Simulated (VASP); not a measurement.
A convergence study with VASP on NbRu₃ (space group Pm-3m): one setting is varied, all else stays as given below, so the limit is that of these other settings. Each run relaxes cell and ions from the cell shown. The basis is that of the starting cell, so low cut-offs carry a Pulay error.

```xyz
4
Lattice="3.9189 0.0000 0.0000 0.0000 3.9189 0.0000 0.0000 0.0000 3.9189" Properties=species:S:1:pos:R:3 pbc="T T T"
Nb     0.0000     0.0000     0.0000
Ru     0.0000     1.9595     1.9595
Ru     1.9595     0.0000     1.9595
Ru     1.9595     1.9595     0.0000
```

These are PBEsol GGA, VASP's PBE PAW potentials (set 64) (plane waves; VASP 6.6.1) values and carry that method's errors. The tightest run used: 700 eV cut-off, 7×7×7 Γ-centred mesh, first-order Methfessel-Paxton smearing of 0.10 eV, potentials Nb_sv Ru_pv.

Q: The settings run are ENCUT = 200; ENCUT = 250; ENCUT = 300; ENCUT = 350; ENCUT = 400; ENCUT = 450; ENCUT = 500; ENCUT = 550; ENCUT = 600; ENCUT = 650; ENCUT = 700. From which on does the relaxed volume stay within 0.1 Å³/atom of the tightest run?

A: From ENCUT = 300 on: it is off by 0.048 there and by no more than 0.1 in any finer run, while ENCUT = 250 is off by 0.173.
```tsv
setting	relaxed volume (Å³/atom)	E (eV/atom)	plane waves	difference judged (Å³/atom)
ENCUT = 200	12.823	-10.8473	397	1.452
ENCUT = 250	14.102	-10.5214	550	0.173
ENCUT = 300	14.227	-10.5062	739	0.048
ENCUT = 350	14.212	-10.5033	916	0.063
ENCUT = 400	14.248	-10.5007	1105	0.027
ENCUT = 450	14.269	-10.4990	1328	0.006
ENCUT = 500	14.271	-10.4990	1551	0.004
ENCUT = 550	14.270	-10.4993	1791	0.005
ENCUT = 600	14.271	-10.4995	2030	0.004
ENCUT = 650	14.274	-10.4993	2301	0.001
ENCUT = 700	14.275	-10.4992	2552	0.000
```

Left out are rungs that failed or repeat a setting and relaxations that didn't move; long series are thinned to 24 rows.

The structure comes from a computed database's NbRu3 entry (Pm-3m); how it stands against other phases isn't given here. The electron count is odd and the run is not spin-polarised, which forces a metal.
